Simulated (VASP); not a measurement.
```
CELL_PARAMETERS angstrom
     10.93707     0.00000     0.00000
      0.00000    10.93707     0.00000
      0.00000     0.00000    10.93707
ATOMIC_POSITIONS crystal
  Si 0.50000 0.00000 0.00000
  Si 0.62500 0.12500 0.12500
  Si 0.75000 0.25000 0.00000
  Si 0.87500 0.37500 0.12500
  Si 0.75000 0.00000 0.25000
  Si 0.87500 0.12500 0.37500
  Si 0.00000 0.00000 0.00000
  Si 0.12500 0.12500 0.12500
  Si 0.25000 0.25000 0.00000
  Si 0.37500 0.37500 0.12500
  Si 0.50000 0.50000 0.00000
  Si 0.62500 0.62500 0.12500
  Si 0.75000 0.75000 0.00000
  Si 0.87500 0.87500 0.12500
  Si 0.25000 0.00000 0.25000
  Si 0.37500 0.12500 0.37500
  Si 0.50000 0.25000 0.25000
  Si 0.62543 0.37930 0.37866
  Si 0.75000 0.50000 0.25000
  Si 0.87500 0.62500 0.37500
  Si 0.50000 0.00000 0.50000
  Si 0.62500 0.12500 0.62500
  Si 0.75000 0.25000 0.50000
  Si 0.87500 0.37500 0.62500
  Si 0.75000 0.00000 0.75000
  Si 0.87500 0.12500 0.87500
  Si 0.00000 0.50000 0.00000
  Si 0.12500 0.62500 0.12500
  Si 0.25000 0.75000 0.00000
  Si 0.37500 0.87500 0.12500
  Si 0.00000 0.25000 0.25000
  Si 0.12500 0.37500 0.37500
  Si 0.25000 0.50000 0.25000
  Si 0.37597 0.62676 0.37537
  Si 0.50000 0.75000 0.25000
  Si 0.62500 0.87500 0.37500
  Si 0.00000 0.00000 0.50000
  Si 0.12500 0.12500 0.62500
  Si 0.25000 0.25000 0.50000
  Si 0.37612 0.37931 0.62652
  Si 0.62281 0.62123 0.62660
  Si 0.75000 0.75000 0.50000
  Si 0.87500 0.87500 0.62500
  Si 0.25000 0.00000 0.75000
  Si 0.37500 0.12500 0.87500
  Si 0.50000 0.25000 0.75000
  Si 0.62500 0.37500 0.87500
  Si 0.75000 0.50000 0.75000
  Si 0.87500 0.62500 0.87500
  Si 0.00000 0.75000 0.25000
  Si 0.12500 0.87500 0.37500
  Si 0.00000 0.50000 0.50000
  Si 0.12500 0.62500 0.62500
  Si 0.25000 0.75000 0.50000
  Si 0.37500 0.87500 0.62500
  Si 0.00000 0.25000 0.75000
  Si 0.12500 0.37500 0.87500
  Si 0.25000 0.50000 0.75000
  Si 0.37500 0.62500 0.87500
  Si 0.50000 0.75000 0.75000
  Si 0.62500 0.87500 0.87500
  Si 0.00000 0.75000 0.75000
  Si 0.12500 0.87500 0.87500
  Bi 0.49951 0.49746 0.50355
```
Cell charge +1.

All values below come from PBE GGA, VASP's PBE PAW potentials (set 64) (plane waves; VASP). Run with PREC = Normal, LREAL = Auto, ISYM = 0, NELECT = 256.0, EDIFF = 1E-5, 400 eV cut-off, 1×1×1 Γ-centred mesh, Gaussian smearing of 0.050 eV, potentials Si Bi.

The cell is charged, with a uniform compensating background. The supercell is sampled at Γ alone, which is coarse: total energies, pressure and levels can be off, energies of defects by several tenths of an eV.

The ions are relaxed. Predict the relaxed structure.

```
CELL_PARAMETERS angstrom
     10.93707     0.00000     0.00000
      0.00000    10.93707     0.00000
      0.00000     0.00000    10.93707
ATOMIC_POSITIONS crystal
  Si 0.49997 0.00011 0.00031
  Si 0.62548 0.12349 0.12374
  Si 0.75024 0.24963 0.00012
  Si 0.87643 0.37447 0.12372
  Si 0.75028 0.99997 0.24988
  Si 0.87662 0.12355 0.37449
  Si 0.99998 0.00001 0.00000
  Si 0.12513 0.12512 0.12513
  Si 0.24985 0.24983 0.00026
  Si 0.37511 0.37502 0.12446
  Si 0.49996 0.49996 0.00020
  Si 0.62508 0.62507 0.12415
  Si 0.75026 0.75029 0.00003
  Si 0.87489 0.87489 0.12516
  Si 0.24986 0.00036 0.24990
  Si 0.37517 0.12455 0.37516
  Si 0.49919 0.24666 0.24661
  Si 0.63899 0.36159 0.36153
  Si 0.75378 0.50140 0.24642
  Si 0.87589 0.62517 0.37517
  Si 0.49996 0.00006 0.50000
  Si 0.62492 0.12427 0.62499
  Si 0.75378 0.24638 0.50120
  Si 0.87595 0.37492 0.62513
  Si 0.75016 0.00019 0.75023
  Si 0.87490 0.12510 0.87492
  Si 0.99985 0.50000 0.00038
  Si 0.12342 0.62550 0.12362
  Si 0.24966 0.75038 0.00016
  Si 0.37447 0.87667 0.12365
  Si 0.00022 0.24985 0.24984
  Si 0.12435 0.37510 0.37510
  Si 0.24648 0.49910 0.24644
  Si 0.36130 0.63906 0.36126
  Si 0.50129 0.75384 0.24635
  Si 0.62512 0.87581 0.37522
  Si 0.99974 0.99993 0.49998
  Si 0.12333 0.12327 0.62550
  Si 0.24619 0.24630 0.49911
  Si 0.36056 0.36099 0.63965
  Si 0.63886 0.63872 0.63938
  Si 0.75354 0.75353 0.49919
  Si 0.87639 0.87655 0.62556
  Si 0.24978 0.99997 0.75029
  Si 0.37450 0.12341 0.87677
  Si 0.50110 0.24624 0.75394
  Si 0.62503 0.37489 0.87608
  Si 0.75389 0.49872 0.75403
  Si 0.87670 0.62553 0.87669
  Si 0.00001 0.75037 0.24984
  Si 0.12348 0.87677 0.37451
  Si 0.00000 0.49999 0.50000
  Si 0.12407 0.62511 0.62498
  Si 0.24629 0.75386 0.50110
  Si 0.37502 0.87586 0.62510
  Si 0.00004 0.24973 0.75034
  Si 0.12332 0.37455 0.87693
  Si 0.24589 0.50144 0.75417
  Si 0.37499 0.62516 0.87610
  Si 0.49888 0.75389 0.75398
  Si 0.62553 0.87677 0.87672
  Si 0.00002 0.75034 0.75022
  Si 0.12512 0.87491 0.87491
  Bi 0.49955 0.49990 0.50071
```
Cell charge +1.

How much energy does the relaxation gain?

The energy (σ→0) changes by -38.3 meV/atom, in 10 ionic steps.

The cell is a supercell with a defect, built from Si (diamond): Bi_Si, charge +1. The run is not spin-polarised, so no state with unpaired spins was tried.
